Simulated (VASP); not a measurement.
Here is the system:

```xyz
6
Lattice="3.9997 0.0000 0.0000 -1.9998 3.4638 0.0000 0.0000 0.0000 4.7740" Properties=species:S:1:pos:R:3 pbc="T T T"
Mn     1.9998     1.1546     3.5805
Mn     0.0000     2.3092     1.1935
Si     0.0000     2.3092     3.5805
Si     1.9998     1.1546     1.1935
Ni     0.0000     0.0000     2.3870
Ni     0.0000     0.0000     4.7740
```

Method: PBEsol GGA, VASP's PBE PAW potentials (set 64) (plane waves; VASP). Run with 400 eV cut-off, Gaussian smearing of 0.050 eV, potentials Mn_pv Si Ni.

The run has a spin-polarised start.

**Question.** Estimate the cell moment, band gap (along the path) with the smallest direct gap where there is one.

**Answer.** 
The band gap (along the path) comes out as none (metal, semimetal or under 0.01 eV) and the cell moment is 3.87 μB.

Total energies compare only between runs with the same potentials, cut-off and functional.

The structure comes from a computed database's MnSiNi entry (P6_3/mmc); how it stands against other phases isn't given here. It was relaxed first.
